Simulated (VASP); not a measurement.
These are optB88-vdW, VASP's PBE PAW potentials (set 64) (plane waves; VASP) values and carry that method's errors.

Input for VASP

INCAR:
```
SYSTEM = CsPbCl3
PREC = Accurate; ENCUT = 520; LREAL = .FALSE.
LASPH = .TRUE.
EDIFF = 1E-7; NELM = 100; ALGO = Normal
LMAXMIX = 4
ISMEAR = 0; SIGMA = 0.05
GGA = BO; LUSE_VDW = .TRUE.; AGGAC = 0.0
PARAM1 = 0.1833333333; PARAM2 = 0.22
ISIF = 2
LWAVE = .FALSE.; LCHARG = .FALSE.
```

POSCAR:
```
CsPbCl3
1
    5.7089080027     0.0000000000     0.0000000000
    0.0000000000     5.7089080027     0.0000000000
    0.0000000000     0.0000000000     5.7089080027
Cs Pb Cl
1 1 3
Direct
  0.0000000000   0.0000000000   0.0000000000
  0.5000000000   0.5000000000   0.5000000000
  0.5000000000   0.0000000000   0.5000000000
  0.0000000000   0.5000000000   0.5000000000
  0.5000000000   0.5000000000   0.0000000000
```

KPOINTS:
```
Regular mesh
0
gamma
 4 4 4
0 0 0
```

POTCAR, in this order: Cs_sv Pb_d Cl (PBE.64 set). Program: vasp_std.

What VASP printed:

File OSZICAR:
```
       N       E                     dE             d eps       ncg     rms          rms(c)
DAV:   1     0.430207704876E+03    0.43021E+03   -0.19468E+04   520   0.154E+03
DAV:   2     0.418154986919E+02   -0.38839E+03   -0.37948E+03   658   0.343E+02
DAV:   3    -0.587410930650E+01   -0.47690E+02   -0.47483E+02   628   0.131E+02
DAV:   4    -0.762161428301E+01   -0.17475E+01   -0.17421E+01   672   0.326E+01
DAV:   5    -0.767820698433E+01   -0.56593E-01   -0.56561E-01   700   0.459E+00    0.477E+00
DAV:   6    -0.667986133630E+01    0.99835E+00   -0.21818E+00   712   0.150E+01    0.295E+00
DAV:   7    -0.662834894916E+01    0.51512E-01   -0.71669E-01   778   0.472E+00    0.174E+00
DAV:   8    -0.663595011705E+01   -0.76012E-02   -0.92585E-02   726   0.251E+00    0.318E-01
DAV:   9    -0.663256747625E+01    0.33826E-02   -0.25260E-02   746   0.118E+00    0.122E-01
DAV:  10    -0.663306584794E+01   -0.49837E-03   -0.22860E-03   602   0.312E-01    0.418E-02
DAV:  11    -0.663313790101E+01   -0.72053E-04   -0.15664E-04   690   0.110E-01    0.144E-02
DAV:  12    -0.663314290121E+01   -0.50002E-05   -0.20932E-05   698   0.563E-02    0.871E-03
DAV:  13    -0.663314212501E+01    0.77620E-06   -0.42860E-06   782   0.118E-02    0.204E-03
DAV:  14    -0.663314228470E+01   -0.15969E-06   -0.49618E-07   566   0.602E-03    0.615E-04
DAV:  15    -0.663314231475E+01   -0.30041E-07   -0.28646E-08   370   0.207E-03
   1 F= -.66331423E+01 E0= -.66331423E+01  d E =-.578064E-12
```

**OUTCAR**
```
------------------------ aborting loop because EDIFF is reached ----------------------------------------
  FORCE on cell =-STRESS in cart. coord.  units (eV):
  Direction    XX          YY          ZZ          XY          YZ          ZX
  --------------------------------------------------------------------------------------
  Total       -0.7409328     -0.7409328     -0.7409328     -0.0000000     -0.0000000      0.0000000
  in kB       -6.3801410     -6.3801410     -6.3801410     -0.0000000     -0.0000000      0.0000000
  external PRESSURE =      -6.3801410 kB  Pullay stress =       0.0000000 kB
  volume of cell :      186.06
      direct lattice vectors                 reciprocal lattice vectors
     5.708908003  0.000000000  0.000000000     0.175164848  0.000000000  0.000000000
     0.000000000  5.708908003  0.000000000     0.000000000  0.175164848  0.000000000
     0.000000000  0.000000000  5.708908003     0.000000000  0.000000000  0.175164848
 POSITION                                       TOTAL-FORCE (eV/Angst)
 -----------------------------------------------------------------------------------
      0.00000      0.00000      0.00000         0.000000      0.000000      0.000000
      2.85445      2.85445      2.85445         0.000000      0.000000      0.000000
      2.85445      0.00000      2.85445         0.000000      0.000000      0.000000
      0.00000      2.85445      2.85445         0.000000      0.000000      0.000000
      2.85445      2.85445      0.00000         0.000000      0.000000      0.000000
 -----------------------------------------------------------------------------------
    total drift:                                0.000000     -0.000000     -0.000000
  FREE ENERGIE OF THE ION-ELECTRON SYSTEM (eV)
  ---------------------------------------------------
  free  energy   TOTEN  =        -6.6331423147 eV

  energy  without entropy=       -6.6331423147  energy(sigma->0) =       -6.63314231
```
(Selected blocks of OUTCAR.)

The compound is CsPbCl3 in the cubic perovskite structure, the ideal cubic form; the compound distorts at low or room temperature. This cell is one point of a volume scan, at 1.03 of the reference volume.
